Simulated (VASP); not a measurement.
Output of a VASP run:

File OSZICAR:
```
...
DAV:  11    -0.420780879568E+02   -0.15724E-04   -0.21930E-04  2142   0.149E-01    0.192E-02
DAV:  12    -0.420780888088E+02   -0.85199E-06   -0.18161E-05  2261   0.715E-02    0.120E-02
DAV:  13    -0.420780857178E+02    0.30910E-05   -0.14784E-05  2359   0.530E-02    0.171E-03
DAV:  14    -0.420780858448E+02   -0.12699E-06   -0.17071E-06  2126   0.133E-02    0.118E-03
DAV:  15    -0.420780858392E+02    0.55943E-08   -0.41526E-08  1115   0.183E-03
   1 F= -.42078086E+02 E0= -.42078086E+02  d E =-.420781E+02
       N       E                     dE             d eps       ncg     rms          rms(c)
DAV:   1    -0.421138105111E+02   -0.35725E-01   -0.50367E+00  1544   0.161E+01    0.128E+00
DAV:   2    -0.421030590793E+02    0.10751E-01   -0.25299E-01  1841   0.461E+00    0.724E-01
DAV:   3    -0.420854123990E+02    0.17647E-01   -0.21880E-02  2149   0.199E+00    0.176E-01
DAV:   4    -0.420854008172E+02    0.11582E-04   -0.78746E-03  2002   0.658E-01    0.605E-02
DAV:   5    -0.420853469513E+02    0.53866E-04   -0.52354E-04  1677   0.228E-01    0.230E-02
DAV:   6    -0.420853459783E+02    0.97297E-06   -0.63177E-05  2232   0.946E-02    0.803E-03
DAV:   7    -0.420853456467E+02    0.33162E-06   -0.48120E-06  1936   0.232E-02    0.461E-03
DAV:   8    -0.420853456071E+02    0.39556E-07   -0.41993E-07  1724   0.509E-03
   2 F= -.42085346E+02 E0= -.42085346E+02  d E =-.725977E-02
       N       E                     dE             d eps       ncg     rms          rms(c)
DAV:   1    -0.420897209569E+02   -0.43753E-02   -0.47317E-01  1528   0.491E+00    0.392E-01
DAV:   2    -0.420887750951E+02    0.94586E-03   -0.23945E-02  1889   0.145E+00    0.221E-01
DAV:   3    -0.420871233312E+02    0.16518E-02   -0.20357E-03  2126   0.615E-01    0.529E-02
DAV:   4    -0.420871279886E+02   -0.46574E-05   -0.75803E-04  1947   0.204E-01    0.181E-02
DAV:   5    -0.420871232041E+02    0.47846E-05   -0.54501E-05  1706   0.720E-02    0.622E-03
DAV:   6    -0.420871229094E+02    0.29469E-06   -0.69245E-06  2183   0.310E-02    0.234E-03
DAV:   7    -0.420871229330E+02   -0.23618E-07   -0.48786E-07  1547   0.633E-03
   3 F= -.42087123E+02 E0= -.42087123E+02  d E =-.903709E-02
       N       E                     dE             d eps       ncg     rms          rms(c)
DAV:   1    -0.420892104767E+02   -0.20876E-02   -0.20046E-01  1488   0.319E+00    0.253E-01
DAV:   2    -0.420884720021E+02    0.73847E-03   -0.43623E-03  2173   0.698E-01    0.148E-01
DAV:   3    -0.420879422813E+02    0.52972E-03   -0.50611E-04  2309   0.316E-01    0.201E-02
DAV:   4    -0.420879459387E+02   -0.36574E-05   -0.12222E-04  1906   0.829E-02    0.853E-03
DAV:   5    -0.420879457611E+02    0.17765E-06   -0.32715E-06  1802   0.194E-02    0.357E-03
DAV:   6    -0.420879457459E+02    0.15178E-07   -0.35227E-07  1585   0.748E-03
   4 F= -.42087946E+02 E0= -.42087946E+02  d E =-.822813E-03
       N       E                     dE             d eps       ncg     rms          rms(c)
DAV:   1    -0.420881473035E+02   -0.20154E-03   -0.23376E-02  1488   0.109E+00    0.862E-02
DAV:   2    -0.420880616970E+02    0.85606E-04   -0.50950E-04  2165   0.240E-01    0.506E-02
DAV:   3    -0.420880001778E+02    0.61519E-04   -0.58540E-05  2331   0.108E-01    0.686E-03
DAV:   4    -0.420880005938E+02   -0.41603E-06   -0.14097E-05  1891   0.278E-02    0.291E-03
DAV:   5    -0.420880005715E+02    0.22297E-07   -0.36574E-07  1473   0.676E-03
   5 F= -.42088001E+02 E0= -.42088001E+02  d E =-.877639E-03
```

OUTCAR:
```
------------------------ aborting loop because EDIFF is reached ----------------------------------------
  FORCE on cell =-STRESS in cart. coord.  units (eV):
  Direction    XX          YY          ZZ          XY          YZ          ZX
  --------------------------------------------------------------------------------------
  Total        6.1973299      6.1973299      6.1992301      0.0000000      0.0000000      0.0000000
  in kB      147.7912890    147.7912890    147.8366054      0.0000000      0.0000000      0.0000000
  external PRESSURE =     147.8063945 kB  Pullay stress =       0.0000000 kB
  volume of cell :       67.18
      direct lattice vectors                 reciprocal lattice vectors
     4.610752682 -0.000000000  0.000000000     0.216884329 -0.000000000  0.000000000
     0.000000000  4.610752682  0.000000000     0.000000000  0.216884329  0.000000000
     0.000000000  0.000000000  3.160259193     0.000000000  0.000000000  0.316429742
 POSITION                                       TOTAL-FORCE (eV/Angst)
 -----------------------------------------------------------------------------------
      0.00000      0.00000      0.00000        -0.000000      0.000000     -0.000000
      2.30538      2.30538      1.58013        -0.000000      0.000000     -0.000000
      1.40825      1.40825      0.00000        -0.000447     -0.000447      0.000000
      3.71363      0.89713      1.58013        -0.000447      0.000447     -0.000000
      0.89713      3.71363      1.58013         0.000447     -0.000447     -0.000000
      3.20250      3.20250      0.00000         0.000447      0.000447     -0.000000
 -----------------------------------------------------------------------------------
    total drift:                                0.000000     -0.000000      0.000000
  FREE ENERGIE OF THE ION-ELECTRON SYSTEM (eV)
  ---------------------------------------------------
  free  energy   TOTEN  =       -42.0880005715 eV

  energy  without entropy=      -42.0880005715  energy(sigma->0) =      -42.08800057

 reached required accuracy - stopping structural energy minimisation
```
(Selected blocks of OUTCAR.)

### POSCAR
```
SnO2
1
    4.6323088855     0.0000000000     0.0000000000
    0.0000000000     4.6323088855     0.0000000000
    0.0000000000     0.0000000000     3.1309154306
Sn O
2 4
Direct
  0.0000000000   0.0000000000   0.0000000000
  0.5000000000   0.5000000000   0.5000000000
  0.3059836945   0.3059836945   0.0000000000
  0.8059836945   0.1940163055   0.5000000000
  0.1940163055   0.8059836945   0.5000000000
  0.6940163055   0.6940163055   0.0000000000
```

### Question
Reconstruct the remaining input files.

### Answer
Several could match; the one computed here: the input of the run itself, LDA (Ceperley-Alder, Perdew-Zunger), plane waves, VASP's LDA PAW potentials (set 64).

KPOINTS:
```
Automatic
0
G
5 5 7
0 0 0
```

**INCAR**
```
SYSTEM=SnO2
PREC=Accurate; ENCUT=520; LREAL=F
LASPH=T
EDIFF=1E-7; NELM=100; ALGO=Normal
LMAXMIX=4
ISMEAR=0; SIGMA=0.05
IBRION=2; NSW=30; ISIF=4
EDIFFG=-0.01
LWAVE=F; LCHARG=F
```

POTCAR, in this order: Sn_d O (LDA.64 set). Program: vasp_std.

The compound is SnO2 in the rutile structure. This cell is one point of a volume scan, at 0.94 of the reference volume. Symmetry was kept, so distortions that lower it aren't found.
